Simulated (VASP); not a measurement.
Given:

```
GaIn3P4
1.0
    5.76473     0.00000     0.00000
    0.00000     5.76473     0.00000
    0.00000     0.00000     5.76473
In P Ga
3 4 1
Direct
  0.00000   0.00000   0.00000
  0.50000   0.50000   0.00000
  0.50000   0.00000   0.50000
  0.23886   0.26114   0.26114
  0.76114   0.73886   0.26114
  0.76114   0.26114   0.73886
  0.23886   0.73886   0.73886
  0.00000   0.50000   0.50000
```

The numbers are results of PBEsol GGA, VASP's PBE PAW potentials (set 64) (plane waves; VASP), not measurements. Settings: 400 eV cut-off, 5×5×5 Γ-centred mesh, tetrahedra with Blöchl corrections, potentials In_d P Ga_d.

Unless said otherwise, spin-orbit coupling is left out, though it shifts the bands of the heavy elements here.

Problem. Tabulate the total density of states (states/eV per cell) against energy (eV; zero at the valence-band maximum or, without a gap, the Fermi level).

Solution. 
```
E (eV) | DOS (states/eV)
    -9.98 | ##################### 5.60
    -9.78 | ############## 3.87
    -9.46 | ############################## 8.10
    -9.25 | ################### 5.16
    -9.05 |  0.00
    -8.73 |  0.00
    -8.53 |  0.00
    -8.32 |  0.00
    -8.11 |  0.00
    -7.80 |  0.00
    -7.59 |  0.00
    -7.38 |  0.00
    -7.07 |  0.00
    -6.86 |  0.00
    -6.65 |  0.00
    -6.34 | # 0.39
    -6.13 | ######## 2.25
    -5.92 | ####################### 6.14
    -5.71 | ######## 2.23
    -5.40 | ###################### 5.96
    -5.19 | ########### 2.86
    -4.98 | ######### 2.45
    -4.67 | ######## 2.17
    -4.46 | ###### 1.69
    -4.26 | ##### 1.28
    -3.94 | #### 1.04
    -3.73 | ##### 1.23
    -3.53 | ##### 1.46
    -3.21 | ################ 4.32
    -3.01 | ############################# 7.92
    -2.80 | ################## 4.86
    -2.59 | ################## 4.95
    -2.28 | ############################## 8.01
    -2.07 | ######################### 6.81
    -1.86 | ###################### 5.99
    -1.55 | ######################## 6.56
    -1.34 | ################# 4.46
    -1.13 | ################# 4.65
    -0.82 | ###################### 5.90
    -0.61 | ############## 3.79
    -0.40 | ##### 1.33
    -0.09 | # 0.15
     0.12 |  0.00
     0.33 |  0.00
     0.54 |  0.00
     0.85 |  0.00
     1.06 |  0.01
     1.26 |  0.05
     1.58 | # 0.39
     1.78 | ##### 1.29
     1.99 | ######### 2.53
     2.31 | ###################### 5.99
     2.51 | ######################## 6.42
     2.72 | ############################# 7.84
     2.93 | ############################ 7.67
     3.24 | ############# 3.61
     3.45 | ######## 2.13
     3.66 | ########### 2.94
     3.97 | #################### 5.50
     4.18 | ################## 4.81
```
Within 2 eV below the valence-band maximum the largest weight inside VASP's projection spheres is P p, then In p.

The structure was generated: GaIn3P4 was put into an ordered model structure (P-43m), which need not be its known phase. It was relaxed first.
